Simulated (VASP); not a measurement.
Output of a VASP run:

OSZICAR:
```
...
DAV:   1    -0.324940153343E+03   -0.48227E-03   -0.59223E-02   336   0.444E-01    0.847E-02
RMM:   2    -0.324940359532E+03   -0.20619E-03   -0.24368E-03   320   0.110E-01    0.411E-02
RMM:   3    -0.324940397844E+03   -0.38311E-04   -0.51154E-04   330   0.511E-02    0.215E-02
RMM:   4    -0.324940406560E+03   -0.87159E-05   -0.10200E-04   324   0.235E-02    0.113E-02
RMM:   5    -0.324940408100E+03   -0.15400E-05   -0.16049E-05   194   0.978E-03
  21 F= -.32494041E+03 E0= -.32491045E+03  d E =-.285563E-02
       N       E                     dE             d eps       ncg     rms          rms(c)
DAV:   1    -0.324938969955E+03    0.14366E-02   -0.23674E-01   320   0.889E-01    0.169E-01
RMM:   2    -0.324939784523E+03   -0.81457E-03   -0.96654E-03   320   0.219E-01    0.817E-02
RMM:   3    -0.324939931035E+03   -0.14651E-03   -0.19955E-03   329   0.101E-01    0.418E-02
RMM:   4    -0.324939965514E+03   -0.34479E-04   -0.40661E-04   342   0.465E-02    0.238E-02
RMM:   5    -0.324939970263E+03   -0.47485E-05   -0.66330E-05   285   0.192E-02
  22 F= -.32493997E+03 E0= -.32491016E+03  d E =-.241779E-02
       N       E                     dE             d eps       ncg     rms          rms(c)
DAV:   1    -0.324940027277E+03   -0.61763E-04   -0.12100E-01   320   0.637E-01    0.123E-01
RMM:   2    -0.324940437942E+03   -0.41067E-03   -0.48978E-03   320   0.155E-01    0.582E-02
RMM:   3    -0.324940506731E+03   -0.68789E-04   -0.98711E-04   330   0.712E-02    0.290E-02
RMM:   4    -0.324940522833E+03   -0.16103E-04   -0.19595E-04   341   0.323E-02    0.181E-02
RMM:   5    -0.324940523514E+03   -0.68106E-06   -0.31233E-05   215   0.134E-02
  23 F= -.32494052E+03 E0= -.32491061E+03  d E =-.297104E-02
       N       E                     dE             d eps       ncg     rms          rms(c)
DAV:   1    -0.324941753645E+03   -0.12308E-02   -0.14954E-01   320   0.706E-01    0.139E-01
RMM:   2    -0.324942252646E+03   -0.49900E-03   -0.62844E-03   320   0.175E-01    0.652E-02
RMM:   3    -0.324942356941E+03   -0.10429E-03   -0.12530E-03   330   0.796E-02    0.411E-02
RMM:   4    -0.324942364536E+03   -0.75957E-05   -0.25148E-04   337   0.359E-02    0.306E-02
RMM:   5    -0.324942362463E+03    0.20730E-05   -0.53811E-05   265   0.167E-02
  24 F= -.32494236E+03 E0= -.32491248E+03  d E =-.183895E-02
       N       E                     dE             d eps       ncg     rms          rms(c)
DAV:   1    -0.324942449071E+03   -0.84534E-04   -0.18557E-02   336   0.249E-01    0.497E-02
RMM:   2    -0.324942511941E+03   -0.62870E-04   -0.79561E-04   320   0.625E-02    0.241E-02
RMM:   3    -0.324942527917E+03   -0.15976E-04   -0.17255E-04   333   0.291E-02    0.158E-02
RMM:   4    -0.324942529468E+03   -0.15509E-05   -0.32550E-05   218   0.132E-02
  25 F= -.32494253E+03 E0= -.32491264E+03  d E =-.200595E-02
       N       E                     dE             d eps       ncg     rms          rms(c)
DAV:   1    -0.324943368758E+03   -0.84084E-03   -0.62702E-02   320   0.467E-01    0.101E-01
RMM:   2    -0.324943547756E+03   -0.17900E-03   -0.27807E-03   320   0.117E-01    0.458E-02
RMM:   3    -0.324943591339E+03   -0.43583E-04   -0.55134E-04   331   0.537E-02    0.301E-02
RMM:   4    -0.324943594002E+03   -0.26628E-05   -0.10606E-04   328   0.245E-02    0.217E-02
RMM:   5    -0.324943593471E+03    0.53130E-06   -0.25538E-05   205   0.117E-02
  26 F= -.32494359E+03 E0= -.32491375E+03  d E =-.106400E-02
```

File OUTCAR:
```
------------------------ aborting loop because EDIFF is reached ----------------------------------------
  FORCE on cell =-STRESS in cart. coord.  units (eV):
  Direction    XX          YY          ZZ          XY          YZ          ZX
  --------------------------------------------------------------------------------------
  Total       13.9352559     14.0312602     14.0795091     -0.2131884      0.2951533     -0.2132344
  in kB       17.0656170     17.1831873     17.2422747     -0.2610782      0.3614554     -0.2611346
  external PRESSURE =      17.1636930 kB  Pullay stress =       0.0000000 kB
  volume of cell :     1308.29
      direct lattice vectors                 reciprocal lattice vectors
    10.937074700  0.000000000  0.000000000     0.091432127  0.000000000  0.000000000
     0.000000000 10.937074700  0.000000000     0.000000000  0.091432127  0.000000000
     0.000000000  0.000000000 10.937074700     0.000000000  0.000000000  0.091432127
 POSITION                                       TOTAL-FORCE (eV/Angst)
 -----------------------------------------------------------------------------------
      5.48621     10.91995     10.91902         0.007685      0.001843      0.004412
      6.81042      1.37707      1.37503         0.007159      0.001831      0.003725
      8.18938      2.74624      0.02164        -0.001262     -0.004622     -0.008646
      9.55514      4.12481      1.37902        -0.002991     -0.006705      0.001249
      8.18979      0.02341      2.74428        -0.005508     -0.011964      0.000727
      9.55497      1.38045      4.12393        -0.002279     -0.000014     -0.007389
     10.93586     10.93554     10.93392         0.009319     -0.016280     -0.007276
      1.34651      1.37819      1.37771        -0.001951      0.007851      0.005040
      2.73500      2.73612      0.01668         0.005407      0.004738     -0.001369
      4.10355      4.11730      1.38563        -0.014550      0.014528     -0.007930
      5.46655      5.46858      0.00757        -0.002569      0.004627      0.002277
      6.81715      6.83271      1.38458        -0.015019      0.011142     -0.010361
      8.19897      8.20047      0.01562         0.000576     -0.005266     -0.004593
      9.55671      9.58768      1.37912        -0.003742     -0.000312     -0.003959
      2.73496      0.01652      2.73496         0.003376      0.009087      0.004561
      4.10178      1.38728      4.11642        -0.000888     -0.009667      0.009686
      5.45055      2.72987      2.72851        -0.005378     -0.012883     -0.006392
      8.20177      5.48665      2.73227         0.013309      0.007826     -0.003713
      9.54971      6.83336      4.11687         0.004520      0.010308      0.010122
      5.46693      0.01013      5.46768        -0.009376     -0.004646      0.000411
      6.81698      1.38616      6.83270        -0.007811     -0.000954      0.006594
      8.20180      2.73398      5.48574         0.008482     -0.008951      0.010846
      9.55032      4.11666      6.83274         0.005015      0.015075      0.012193
      8.19893      0.01622      8.19944        -0.008929     -0.001358     -0.008580
      9.55599      1.37923      9.58713        -0.007099      0.002088      0.000426
      0.01250      5.44736     10.92142        -0.002240     -0.009752     -0.000128
      1.33880      6.83533      1.35941         0.005974     -0.000745     -0.000940
      2.72808      8.20757      0.00565         0.010899     -0.006426      0.004014
      4.09899      9.59640      1.36163        -0.000061     -0.001049     -0.007672
     10.91219      2.74587      2.74483         0.011212      0.002620     -0.000366
      1.35181      4.10681      4.10455         0.006179     -0.002621      0.003020
      2.70981      5.47643      2.72881        -0.008069      0.005715     -0.004748
      4.06954      6.86566      4.04476         0.011770     -0.012208      0.019190
      5.45907      8.22566      2.72886        -0.002737      0.007353      0.001083
      6.82877      9.58414      4.10424         0.001495     -0.001239      0.002308
      0.01257     10.92244      5.44573        -0.005923      0.005266     -0.004776
      1.33828      1.36166      6.83382         0.003560     -0.002873     -0.001511
      2.70962      2.73137      5.47549        -0.010360     -0.000081      0.002452
      4.07017      4.04802      6.86441         0.004860      0.004920     -0.005769
      6.88942      6.86118      6.85947        -0.012371      0.008515      0.002740
      8.20566      8.22728      5.47418        -0.004021     -0.005286      0.006536
      9.57316      9.59788      6.83482         0.000487     -0.004111      0.001199
      2.72766      0.00842      8.20613         0.003626     -0.004821     -0.005641
      4.09848      1.36210      9.59599         0.002106      0.002863     -0.000021
      5.45857      2.73037      8.22545        -0.004035      0.001963      0.004698
      6.82953      4.10633      9.58243        -0.000787      0.001660     -0.006836
      8.20652      5.47603      8.22479        -0.002564      0.006861      0.002860
      9.57406      6.83673      9.59620        -0.008016     -0.001779     -0.002764
     10.92034      8.19923      2.73429         0.003352     -0.005508      0.005752
      1.37769      9.55811      4.09274        -0.004634     -0.001008     -0.009489
     10.92644      5.46820      5.46825         0.001714      0.012248      0.001754
      1.35400      6.83851      6.83562         0.004535     -0.007828     -0.005102
      2.74117      8.19609      5.47745        -0.015282      0.009689      0.003741
      4.09883      9.58170      6.83618         0.001524     -0.002952     -0.005313
     10.91947      2.73437      8.19967         0.009203      0.009447     -0.009408
      1.37745      4.09361      9.55730        -0.005060     -0.010296      0.003174
...
```
(Selected blocks of OUTCAR.)

File POSCAR:
```
SbSi62
1
   10.9370747000     0.0000000000     0.0000000000
    0.0000000000    10.9370747000     0.0000000000
   -0.0000000000    -0.0000000000    10.9370747000
Si Sb
62 1
Direct
  0.5000000000   0.0000000000   0.0000000000
  0.6250000000   0.1250000000   0.1250000000
  0.7500000000   0.2500000000   0.0000000000
  0.8750000000   0.3750000000   0.1250000000
  0.7500000000   0.0000000000   0.2500000000
  0.8750000000   0.1250000000   0.3750000000
  0.0000000000   0.0000000000   0.0000000000
  0.1250000000   0.1250000000   0.1250000000
  0.2500000000   0.2500000000   0.0000000000
  0.3750000000   0.3750000000   0.1250000000
  0.5000000000   0.5000000000   0.0000000000
  0.6250000000   0.6250000000   0.1250000000
  0.7500000000   0.7500000000   0.0000000000
  0.8750000000   0.8750000000   0.1250000000
  0.2500000000   0.0000000000   0.2500000000
  0.3750000000   0.1250000000   0.3750000000
  0.4992180000   0.2469110000   0.2472050000
  0.7472120000   0.5032460000   0.2517400000
  0.8750000000   0.6250000000   0.3750000000
  0.5000000000   0.0000000000   0.5000000000
  0.6250000000   0.1250000000   0.6250000000
  0.7460800000   0.2477290000   0.4956600000
  0.8750000000   0.3750000000   0.6250000000
  0.7500000000   0.0000000000   0.7500000000
  0.8750000000   0.1250000000   0.8750000000
  0.0000000000   0.5000000000   0.0000000000
  0.1250000000   0.6250000000   0.1250000000
  0.2500000000   0.7500000000   0.0000000000
  0.3750000000   0.8750000000   0.1250000000
  0.0000000000   0.2500000000   0.2500000000
  0.1250000000   0.3750000000   0.3750000000
  0.2500000000   0.5000000000   0.2500000000
  0.3750000000   0.6250000000   0.3750000000
  0.5000000000   0.7500000000   0.2500000000
  0.6250000000   0.8750000000   0.3750000000
  0.0000000000   0.0000000000   0.5000000000
  0.1250000000   0.1250000000   0.6250000000
  0.2500000000   0.2500000000   0.5000000000
  0.3750000000   0.3750000000   0.6250000000
  0.6250000000   0.6250000000   0.6250000000
  0.7500000000   0.7500000000   0.5000000000
  0.8750000000   0.8750000000   0.6250000000
  0.2500000000   0.0000000000   0.7500000000
  0.3750000000   0.1250000000   0.8750000000
  0.5000000000   0.2500000000   0.7500000000
  0.6250000000   0.3750000000   0.8750000000
  0.7500000000   0.5000000000   0.7500000000
  0.8750000000   0.6250000000   0.8750000000
  0.0000000000   0.7500000000   0.2500000000
  0.1250000000   0.8750000000   0.3750000000
  0.0000000000   0.5000000000   0.5000000000
  0.1250000000   0.6250000000   0.6250000000
  0.2500000000   0.7500000000   0.5000000000
  0.3750000000   0.8750000000   0.6250000000
  0.0000000000   0.2500000000   0.7500000000
  0.1250000000   0.3750000000   0.8750000000
  0.2500000000   0.5000000000   0.7500000000
  0.3750000000   0.6250000000   0.8750000000
  0.5000000000   0.7500000000   0.7500000000
  0.6250000000   0.8750000000   0.8750000000
  0.0000000000   0.7500000000   0.7500000000
  0.1250000000   0.8750000000   0.8750000000
  0.4974110000   0.5011760000   0.4967900000
```

Task: Reconstruct the remaining input files.

Result: This is not unique; one that fits is the input of the run itself, PBE GGA, plane waves, VASP's PBE PAW potentials (set 64).

File KPOINTS:
```
Automatic mesh
0
Gamma
1 1 1
0 0 0
```

**INCAR**
```
# general
SYSTEM  = SbSi62
PREC    = Normal
ENCUT   = 400
LREAL   = Auto
LASPH   = .TRUE.
ISYM    = 0
NELECT  = 254.0

# electronic loop
EDIFF   = 1E-5
NELM    = 100
NELMIN  = 4
ALGO    = Fast
LMAXMIX = 4

# smearing
ISMEAR  = 0
SIGMA   = 0.05

# functional
GGA     = PE

# ions
IBRION  = 2
NSW     = 70
ISIF    = 2
EDIFFG  = -0.03

# output
LWAVE   = .TRUE.
LCHARG  = .FALSE.
```

POTCAR, in this order: Si Sb (PBE.64 set). Program: vasp_gam.

The cell is charged, with a uniform compensating background. The supercell is sampled at Γ alone, which is coarse: total energies, pressure and levels can be off, energies of defects by several tenths of an eV.

The cell is a supercell with a defect, built from Si (diamond): Sb_Si-vac_Si, charge -1. The run is not spin-polarised, so no state with unpaired spins was tried.
